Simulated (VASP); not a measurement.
Here is a VASP 6.6.1 calculation.

Contents of run.py:

```python
from ase.calculators.vasp import Vasp
from ase.dft.bandgap import bandgap
from ase.io import read

atoms = read('Li2MnN2.cif', primitive_cell=True, subtrans_included=False)
atoms.set_initial_magnetic_moments([4.0, 0.0, 0.0, 0.0, 0.0])
calc = Vasp(
    directory='calc',
    xc='pbesol',
    pp='PBE',
    setups='materialsproject',
    prec='Accurate',
    encut=520,
    ediff=1e-06,
    ismear=0,
    sigma=0.1,
    lreal=False,
    lasph=True,
    nelm=120,
    algo='Normal',
    isif=2,
    lwave=False,
    lcharg=True,
    ispin=2,
    lorbit=11,
    lmaxmix=4,
    lelf=True,
    lvhar=True,
    kpts=[10, 10, 5],
    gamma=True,
)
atoms.calc = calc

print('energy (eV):', atoms.get_potential_energy())
print('free energy (eV):', atoms.get_potential_energy(force_consistent=True))
print('forces (eV/A):')
print(atoms.get_forces())
print('stress (eV/A^3, Voigt):', atoms.get_stress())
print('Fermi level (eV):', calc.get_fermi_level())
print('moment (muB):', atoms.get_magnetic_moment())
print('site moments (muB):', atoms.get_magnetic_moments())
gap, top, bottom = bandgap(calc)
print('band gap (eV):', gap, 'from (spin, k, band)', top, 'to', bottom)
```

The input Li2MnN2.cif:

```cif
data_Li2MnN2
_cell_length_a 3.02631087
_cell_length_b 3.02631087
_cell_length_c 5.42321500
_cell_angle_alpha 90.00000000
_cell_angle_beta 90.00000000
_cell_angle_gamma 120.00000000
_space_group_name_H-M_alt 'P-3m1'
_space_group_name_Hall '-P 3 2"'
_space_group_IT_number 164
loop_
_space_group_symop_operation_xyz
'x,y,z'
'-x,-y,-z'
'-y,x-y,z'
'y,-x+y,-z'
'-x+y,-x,z'
'x-y,x,-z'
'y,x,-z'
'-y,-x,z'
'x-y,-y,-z'
'-x+y,y,z'
'-x,-x+y,-z'
'x,x-y,z'
loop_
_atom_site_label
_atom_site_type_symbol
_atom_site_symmetry_multiplicity
_atom_site_Wyckoff_symbol
_atom_site_fract_x
_atom_site_fract_y
_atom_site_fract_z
_atom_site_occupancy
Mn1 Mn 1 a 0.0000000000 0.0000000000 0.0000000000 1
N1 N 2 d 0.3333333333 0.6666666667 0.1993190000 1
Li1 Li 2 d 0.3333333333 0.6666666667 0.6462630000 1
```

Potentials or basis: VASP PAW PBE potentials, release 64 (Mn_pv, N, Li_sv).

Launch:

```console
$ python run.py
```

Q: Estimate the site moments.

A: Mn +2.82; N +0.03; Li -0.00 μB.

Q: What does it give for the largest force?

A: 0.325 eV/Å.

Forces in eV/Å, atoms in the order of the input:
```
Mn   0.000  0.000  0.000
N    0.000  0.000 -0.325
N    0.000  0.000  0.325
Li   0.000  0.000  0.069
Li   0.000  0.000 -0.069
```

Caveat: the PAW data sets were made with another functional, which shifts forces and pressure a little; an odd mesh through Γ misses points on the zone boundary, where band edges often lie; a cell with one magnetic atom can't hold antiferromagnetic order, which such compounds often take.
